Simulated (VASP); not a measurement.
Output of a VASP run:

### OSZICAR
```
...
DAV:  18     0.276112815479E+02    0.53993E-05   -0.85291E-06   792   0.405E-02    0.265E-02
DAV:  19     0.276112766065E+02   -0.49414E-05   -0.95008E-07   856   0.115E-02    0.158E-02
DAV:  20     0.276112784882E+02    0.18817E-05   -0.13652E-06   936   0.132E-02    0.422E-03
DAV:  21     0.276112751284E+02   -0.33599E-05   -0.11305E-06   768   0.156E-02    0.805E-04
DAV:  22     0.276112749342E+02   -0.19416E-06   -0.56099E-08   384   0.362E-03
   1 F= 0.27611275E+02 E0= 0.27611418E+02  d E =0.276113E+02
       N       E                     dE             d eps       ncg     rms          rms(c)
DAV:   1     0.274742261004E+02   -0.13705E+00   -0.26839E+00   848   0.169E+01    0.144E+00
DAV:   2     0.275539092297E+02    0.79683E-01   -0.79100E-02  1136   0.282E+00    0.797E-01
DAV:   3     0.275885824969E+02    0.34673E-01   -0.10145E-01  1168   0.290E+00    0.313E-01
DAV:   4     0.275897025525E+02    0.11201E-02   -0.61909E-03   864   0.736E-01    0.122E-01
DAV:   5     0.275919653697E+02    0.22628E-02   -0.73389E-03  1040   0.830E-01    0.848E-02
DAV:   6     0.275876684122E+02   -0.42970E-02   -0.23768E-03   800   0.483E-01    0.107E-02
DAV:   7     0.275876657902E+02   -0.26220E-05   -0.46586E-05  1240   0.793E-02    0.417E-03
DAV:   8     0.275876758635E+02    0.10073E-04   -0.62483E-06  1160   0.259E-02    0.221E-03
DAV:   9     0.275876630723E+02   -0.12791E-04   -0.79383E-06   840   0.343E-02    0.172E-03
DAV:  10     0.275876611888E+02   -0.18835E-05   -0.13532E-06   768   0.152E-02    0.308E-04
DAV:  11     0.275876610018E+02   -0.18700E-06   -0.88986E-08   384   0.382E-03
   2 F= 0.27587661E+02 E0= 0.27587683E+02  d E =-.236139E-01
       N       E                     dE             d eps       ncg     rms          rms(c)
DAV:   1     0.274644622737E+02   -0.12320E+00   -0.27117E+00   848   0.172E+01    0.146E+00
DAV:   2     0.275447372201E+02    0.80275E-01   -0.79282E-02  1136   0.284E+00    0.802E-01
DAV:   3     0.275790949510E+02    0.34358E-01   -0.10196E-01  1176   0.294E+00    0.314E-01
DAV:   4     0.275800146721E+02    0.91972E-03   -0.63863E-03   880   0.770E-01    0.110E-01
DAV:   5     0.275820197786E+02    0.20051E-02   -0.75295E-03  1064   0.852E-01    0.850E-02
DAV:   6     0.275783091432E+02   -0.37106E-02   -0.21838E-03   808   0.468E-01    0.121E-02
DAV:   7     0.275783102726E+02    0.11294E-05   -0.51937E-05  1240   0.808E-02    0.423E-03
DAV:   8     0.275783143301E+02    0.40576E-05   -0.96101E-06  1160   0.298E-02    0.214E-03
DAV:   9     0.275783063999E+02   -0.79303E-05   -0.43032E-06   912   0.251E-02    0.138E-03
DAV:  10     0.275783059283E+02   -0.47154E-06   -0.72364E-07   656   0.113E-02
   3 F= 0.27578306E+02 E0= 0.27578378E+02  d E =-.329690E-01
       N       E                     dE             d eps       ncg     rms          rms(c)
DAV:   1     0.275763380861E+02   -0.19683E-02   -0.44732E-02   888   0.220E+00    0.186E-01
DAV:   2     0.275776486969E+02    0.13106E-02   -0.13065E-03  1136   0.376E-01    0.102E-01
DAV:   3     0.275782064474E+02    0.55775E-03   -0.17058E-03  1176   0.382E-01    0.403E-02
DAV:   4     0.275782279736E+02    0.21526E-04   -0.12508E-04   792   0.110E-01    0.142E-02
DAV:   5     0.275782354960E+02    0.75224E-05   -0.13300E-04  1064   0.116E-01    0.115E-02
DAV:   6     0.275781879609E+02   -0.47535E-04   -0.29073E-05   824   0.546E-02    0.165E-03
DAV:   7     0.275781879793E+02    0.18344E-07   -0.53699E-07   752   0.705E-03
   4 F= 0.27578188E+02 E0= 0.27578279E+02  d E =-.330870E-01
```

File OUTCAR:
```
------------------------ aborting loop because EDIFF is reached ----------------------------------------
  FORCE on cell =-STRESS in cart. coord.  units (eV):
  Direction    XX          YY          ZZ          XY          YZ          ZX
  --------------------------------------------------------------------------------------
  Total       -0.0007118     -0.0007118     -0.0007118      0.0000000      0.0000000     -0.0000000
  in kB       -0.0273645     -0.0273645     -0.0273645      0.0000000      0.0000000     -0.0000000
  external PRESSURE =      -0.0273645 kB  Pullay stress =       0.0000000 kB
  volume of cell :       41.68
      direct lattice vectors                 reciprocal lattice vectors
    -2.184099864  2.184099864  2.184099864     0.000000000  0.228927261  0.228927261
     2.184099864 -2.184099864  2.184099864     0.228927261  0.000000000  0.228927261
     2.184099864  2.184099864 -2.184099864     0.228927261  0.228927261  0.000000000
 POSITION                                       TOTAL-FORCE (eV/Angst)
 -----------------------------------------------------------------------------------
      2.18410      2.18410      2.18410         0.000000      0.000000      0.000000
 -----------------------------------------------------------------------------------
    total drift:                                0.000000      0.000000      0.000000
  FREE ENERGIE OF THE ION-ELECTRON SYSTEM (eV)
  ---------------------------------------------------
  free  energy   TOTEN  =        27.5781879793 eV

  energy  without entropy=       27.5784612413  energy(sigma->0) =       27.57827907

 reached required accuracy - stopping structural energy minimisation
```
(Selected blocks of OUTCAR.)

**POSCAR**
```
Eu
1
   -2.2900000000     2.2900000000     2.2900000000
    2.2900000000    -2.2900000000     2.2900000000
    2.2900000000     2.2900000000    -2.2900000000
Eu
1
Direct
  0.0000000000   0.0000000000   0.0000000000
```

Problem. Reconstruct the remaining input files.

Solution. This is not unique; one that fits is the input of the run itself, revTPSS meta-GGA, plane waves, VASP's PBE PAW potentials (set 64).

INCAR:
```
ALGO = Normal
EDIFF = 1E-6
EDIFFG = -0.01
ENCUT = 520
IBRION = 2
ISIF = 3
ISMEAR = 1
LASPH = T
LCHARG = F
LMAXMIX = 6
LMIXTAU = T
LREAL = F
LWAVE = F
METAGGA = RTPSS
NELM = 100
NSW = 60
PREC = Accurate
SIGMA = 0.1
SYSTEM = Eu
```

KPOINTS:
```
Automatic mesh
0
Gamma
10 10 10
0 0 0
```

POTCAR, in this order: Eu_2 (PBE.64 set). Program: vasp_std.

The 4f electrons are frozen in the core of the lanthanide potential, so 4f levels, which can set the real gap, and their magnetism are missing. Energy and stress use the plane-wave basis of the starting cell.

The compound is Eu in the bcc structure. This run relaxes it. Symmetry was kept, so distortions that lower it aren't found.
